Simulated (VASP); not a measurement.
These are PBEsol GGA, VASP's PBE PAW potentials (set 64) (plane waves; VASP 6.6.1) values and carry that method's errors.

A VASP calculation is set up with these files.

**KPOINTS**
```
Automatic mesh
0
Gamma
6 6 2
0 0 0
```

**POSCAR**
```
Al4P3Sb
1.0
  0.0000000000   2.8206771833   2.8206771833
  2.8206771833   0.0000000000   2.8206771833
 11.3007870051  11.3007870051  -0.0180782719
Al Sb P
4 1 3
Direct
  0.0256790804   0.0256790804   0.9807406897
  0.9753411927   0.9753411927   0.2684941055
  0.9922145253   0.9922145253   0.5058391060
  0.0083230898   0.0083230898   0.7437576826
  0.2454310301   0.2454310301   0.0659267274
  0.2347522370   0.2347522370   0.3239358223
  0.2509664319   0.2509664319   0.5617751761
  0.2672924127   0.2672924127   0.7995306905
```

**INCAR**
```
ALGO=Normal
EDIFF=1E-6
EDIFFG=-0.02
ENCUT=400
GGA=PS
IBRION=2
ISIF=3
ISMEAR=0
LASPH=.TRUE.
LCHARG=.FALSE.
LMAXMIX=4
LREAL=.FALSE.
LWAVE=.FALSE.
NELM=100
NSW=60
PREC=Accurate
SIGMA=0.05
SYSTEM=Al4P3Sb
```

POTCAR, in this order: Al Sb P (PBE.64 set). Program: vasp_std.

Output of the run:

File OUTCAR:
```
 ion  position               nearest neighbor table
   1  0.026  0.026  0.981-   8 2.37   5 2.56   5 2.56   5 2.56
   2  0.975  0.975  0.268-   6 2.41   6 2.41   6 2.41   5 2.65
   3  0.992  0.992  0.506-   6 2.38   7 2.42   7 2.42   7 2.42
   4  0.008  0.008  0.744-   7 2.38   8 2.42   8 2.42   8 2.42
   5  0.245  0.245  0.066-   1 2.56   1 2.56   1 2.56   2 2.65
   6  0.235  0.235  0.324-   3 2.38   2 2.41   2 2.41   2 2.41
   7  0.251  0.251  0.562-   4 2.38   3 2.42   3 2.42   3 2.42
   8  0.267  0.267  0.800-   1 2.37   4 2.42   4 2.42   4 2.42
  LATTYP: Found a trigonal (rhomboedric) cell.
 ALAT       =    13.2609842383
 COS(alpha) =     0.9547565980
 Subroutine PRICEL returns:
 Original cell was already a primitive cell.
 Subroutine GETGRP returns: Found  6 space group operations
The static configuration has the point symmetry C_3v.
The dynamic configuration has the point symmetry C_3v.
 Subroutine INISYM returns: Found  6 space group operations
 Subroutine IBZKPT returns following result:
 Found     22 irreducible k-points:

 Following reciprocal coordinates:
            Coordinates               Weight
  0.000000  0.000000  0.000000      1.000000
  0.166667  0.000000 -0.000000      4.000000
  0.333333  0.000000  0.000000      4.000000
  0.500000  0.000000 -0.000000      3.000000
  0.166667  0.166667 -0.000000      2.000000
  0.333333  0.166667  0.000000      4.000000
  0.500000  0.166667 -0.000000      8.000000
 -0.333333  0.166667  0.000000      4.000000
 -0.166667  0.166667  0.000000      2.000000
  0.333333  0.333333  0.000000      2.000000
 -0.333333  0.333333  0.000000      2.000000
  0.000000  0.000000  0.500000      1.000000
  0.166667  0.000000  0.500000      4.000000
  0.333333  0.000000  0.500000      4.000000
  0.500000  0.000000  0.500000      3.000000
  0.166667  0.166667  0.500000      2.000000
  0.333333  0.166667  0.500000      4.000000
...
```

OSZICAR:
```
       N       E                     dE             d eps       ncg     rms          rms(c)
DAV:   1     0.887563420880E+02    0.88756E+02   -0.98974E+03   924   0.975E+02
DAV:   2    -0.344567804844E+02   -0.12321E+03   -0.11743E+03  1258   0.163E+02
DAV:   3    -0.424270222595E+02   -0.79702E+01   -0.78941E+01  1160   0.440E+01
DAV:   4    -0.425925974658E+02   -0.16558E+00   -0.16521E+00  1107   0.742E+00
DAV:   5    -0.425973252411E+02   -0.47278E-02   -0.47252E-02  1160   0.123E+00    0.818E+00
DAV:   6    -0.415373423292E+02    0.10600E+01   -0.18848E+00  1084   0.534E+00    0.513E+00
DAV:   7    -0.413384249324E+02    0.19892E+00   -0.89178E-01  1135   0.380E+00    0.176E+00
DAV:   8    -0.413277427389E+02    0.10682E-01   -0.80017E-02  1094   0.137E+00    0.312E-01
DAV:   9    -0.413281150644E+02   -0.37233E-03   -0.50573E-03  1135   0.431E-01    0.191E-01
DAV:  10    -0.413281912070E+02   -0.76143E-04   -0.41613E-04  1119   0.136E-01    0.884E-02
DAV:  11    -0.413282759635E+02   -0.84756E-04   -0.20325E-04  1090   0.801E-02    0.241E-02
DAV:  12    -0.413282769309E+02   -0.96733E-06   -0.12842E-05  1122   0.241E-02    0.226E-02
DAV:  13    -0.413282769263E+02    0.45784E-08   -0.18763E-05  1127   0.225E-02    0.541E-03
DAV:  14    -0.413282772423E+02   -0.31599E-06   -0.42749E-06  1069   0.131E-02
   1 F= -.41328277E+02 E0= -.41327316E+02  d E =-.413283E+02
       N       E                     dE             d eps       ncg     rms          rms(c)
DAV:   1    -0.413301805726E+02   -0.19036E-02   -0.19983E-02  1069   0.726E-01    0.132E-01
DAV:   2    -0.413295714779E+02    0.60909E-03   -0.13529E-03  1114   0.210E-01    0.697E-02
DAV:   3    -0.413294580589E+02    0.11342E-03   -0.32997E-04  1114   0.962E-02    0.333E-02
DAV:   4    -0.413294338661E+02    0.24193E-04   -0.10904E-04  1142   0.467E-02    0.184E-02
DAV:   5    -0.413294318622E+02    0.20039E-05   -0.61839E-06  1094   0.147E-02    0.114E-02
DAV:   6    -0.413294310726E+02    0.78953E-06   -0.36098E-06  1090   0.898E-03
   2 F= -.41329431E+02 E0= -.41328262E+02  d E =-.115383E-02
       N       E                     dE             d eps       ncg     rms          rms(c)
DAV:   1    -0.413303125928E+02   -0.88073E-03   -0.15543E-02  1064   0.641E-01    0.120E-01
DAV:   2    -0.413298019347E+02    0.51066E-03   -0.11257E-03  1129   0.196E-01    0.624E-02
DAV:   3    -0.413297132901E+02    0.88645E-04   -0.27391E-04  1114   0.915E-02    0.318E-02
DAV:   4    -0.413296919746E+02    0.21316E-04   -0.10357E-04  1129   0.449E-02    0.168E-02
DAV:   5    -0.413296903092E+02    0.16655E-05   -0.58849E-06  1109   0.148E-02    0.102E-02
DAV:   6    -0.413296897982E+02    0.51102E-06   -0.27050E-06   868   0.809E-03
   3 F= -.41329690E+02 E0= -.41328402E+02  d E =-.141256E-02
       N       E                     dE             d eps       ncg     rms          rms(c)
DAV:   1    -0.413306129440E+02   -0.92263E-03   -0.14485E-02  1049   0.650E-01    0.853E-02
DAV:   2    -0.413304429473E+02    0.17000E-03   -0.71504E-04  1119   0.167E-01    0.441E-02
DAV:   3    -0.413303829563E+02    0.59991E-04   -0.16980E-04  1117   0.631E-02    0.213E-02
DAV:   4    -0.413303671590E+02    0.15797E-04   -0.34209E-05  1174   0.298E-02    0.992E-03
DAV:   5    -0.413303654872E+02    0.16718E-05   -0.38553E-06   985   0.108E-02    0.552E-03
DAV:   6    -0.413303649528E+02    0.53439E-06   -0.42778E-07   677   0.360E-03
   4 F= -.41330365E+02 E0= -.41329029E+02  d E =-.675155E-03
       N       E                     dE             d eps       ncg     rms          rms(c)
DAV:   1    -0.413306076335E+02   -0.24215E-03   -0.75232E-03  1049   0.468E-01    0.611E-02
DAV:   2    -0.413305186525E+02    0.88981E-04   -0.37225E-04  1119   0.121E-01    0.314E-02
DAV:   3    -0.413304874680E+02    0.31185E-04   -0.88539E-05  1117   0.455E-02    0.153E-02
DAV:   4    -0.413304790067E+02    0.84612E-05   -0.17446E-05  1166   0.212E-02    0.738E-03
DAV:   5    -0.413304779022E+02    0.11045E-05   -0.17075E-06   726   0.773E-03    0.363E-03
DAV:   6    -0.413304775197E+02    0.38254E-06   -0.46078E-07   672   0.407E-03
   5 F= -.41330478E+02 E0= -.41329141E+02  d E =-.787722E-03
       N       E                     dE             d eps       ncg     rms          rms(c)
DAV:   1    -0.413304815673E+02   -0.36651E-05   -0.11218E-04  1049   0.571E-02    0.750E-03
DAV:   2    -0.413304804617E+02    0.11057E-05   -0.56974E-06  1109   0.150E-02    0.403E-03
DAV:   3    -0.413304800820E+02    0.37961E-06   -0.12075E-06   572   0.565E-03
   6 F= -.41330480E+02 E0= -.41329142E+02  d E =-.790284E-03
       N       E                     dE             d eps       ncg     rms          rms(c)
DAV:   1    -0.413306598848E+02   -0.17942E-03   -0.61480E-03   924   0.373E-01    0.373E-02
DAV:   2    -0.413306901544E+02   -0.30270E-04   -0.42732E-04  1134   0.115E-01    0.166E-02
DAV:   3    -0.413306882507E+02    0.19037E-05   -0.13913E-05  1122   0.225E-02    0.105E-02
DAV:   4    -0.413306872732E+02    0.97752E-06   -0.37769E-06  1086   0.100E-02
   7 F= -.41330687E+02 E0= -.41329349E+02  d E =-.207191E-03
       N       E                     dE             d eps       ncg     rms          rms(c)
DAV:   1    -0.413307351898E+02   -0.46939E-04   -0.78866E-03   924   0.423E-01    0.424E-02
DAV:   2    -0.413307731525E+02   -0.37963E-04   -0.54113E-04  1134   0.130E-01    0.192E-02
DAV:   3    -0.413307706375E+02    0.25150E-05   -0.18130E-05  1120   0.256E-02    0.123E-02
DAV:   4    -0.413307693577E+02    0.12798E-05   -0.50496E-06  1114   0.115E-02    0.582E-03
DAV:   5    -0.413307692882E+02    0.69420E-07   -0.93204E-07   637   0.523E-03
   8 F= -.41330769E+02 E0= -.41329432E+02  d E =-.289206E-03
       N       E                     dE             d eps       ncg     rms          rms(c)
DAV:   1    -0.413308637621E+02   -0.94404E-04   -0.23192E-03   924   0.250E-01    0.267E-02
DAV:   2    -0.413308689977E+02   -0.52356E-05   -0.17168E-04  1134   0.725E-02    0.123E-02
DAV:   3    -0.413308681753E+02    0.82240E-06   -0.57433E-06  1094   0.146E-02
   9 F= -.41330868E+02 E0= -.41329533E+02  d E =-.988871E-04
```

**OUTCAR**
```
------------------------ aborting loop because EDIFF is reached ----------------------------------------
  FORCE on cell =-STRESS in cart. coord.  units (eV):
  Direction    XX          YY          ZZ          XY          YZ          ZX
  --------------------------------------------------------------------------------------
  Total       -0.0085604     -0.0085604     -0.0085604     -0.0083566      0.0083566      0.0083566
  in kB       -0.0765112     -0.0765112     -0.0765112     -0.0746897      0.0746897      0.0746897
  external PRESSURE =      -0.0765112 kB  Pullay stress =       0.0000000 kB
  volume of cell :      179.26
      direct lattice vectors                 reciprocal lattice vectors
     0.000000000  2.811486916  2.811486916    -0.177355032  0.178328644  0.177355032
     2.811486916 -0.000000000  2.811486916     0.178328644 -0.177355032  0.177355032
    11.308024460 11.308024460 -0.062076794     0.044095355  0.044095355 -0.044095355
 POSITION                                       TOTAL-FORCE (eV/Angst)
 -----------------------------------------------------------------------------------
     11.15074     11.15074      0.09521        -0.007099     -0.007099      0.007099
      5.78449      5.78449      5.46146         0.004503      0.004503     -0.004503
      8.51067      8.51067      5.54676         0.010878      0.010878     -0.010878
      8.42942      8.42942      0.00504        -0.001961     -0.001961      0.001961
      1.44155      1.44155      1.36994         0.001788      0.001788     -0.001788
      4.32752      4.32752      1.29545         0.000427      0.000427     -0.000427
      7.06054      7.06054      1.37392        -0.009454     -0.009454      0.009454
      9.78864      9.78864      1.45731         0.000918      0.000918     -0.000918
 -----------------------------------------------------------------------------------
    total drift:                               -0.000038     -0.000038      0.000035
  FREE ENERGIE OF THE ION-ELECTRON SYSTEM (eV)
  ---------------------------------------------------
  free  energy   TOTEN  =       -41.3308681753 eV

  energy  without entropy=      -41.3281979749  energy(sigma->0) =      -41.32953308

 reached required accuracy - stopping structural energy minimisation
```
(Selected blocks of OUTCAR.)

CONTCAR:
```
Al4P3Sb
   1.00000000000000
     0.0000000000000000    2.8114869162917469    2.8114869162917469
     2.8114869162917469   -0.0000000000000000    2.8114869162917469
    11.3080244595471111   11.3080244595471111   -0.0620767943801238
  Al              Sb              P
     4     1     3
Direct
     0.0277428291010727    0.0277428291010727    0.9791928781741972
     0.9742488537242423    0.9742488537242423    0.2693133597318152
     0.9920322838811624    0.9920322838811624    0.5059757870641313
     0.0091008488788390    0.0091008488788390    0.7431743632908698
     0.2443695759761696    0.2443695759761696    0.0667228179928706
     0.2339680125092682    0.2339680125092682    0.3245239906680516
     0.2505467248841315    0.2505467248841315    0.5620899563618983
     0.2679908709451199    0.2679908709451199    0.7990068468161604
```

The structure was generated: Al4P3Sb was put into an ordered model structure (R3m), which need not be its known phase. This run relaxes it. Symmetry was kept, so distortions that lower it aren't found. The k-mesh is coarse (spacing up to 0.32 per Å, 2π included), so the numbers may not be converged in it. The start is the result of an earlier pass.
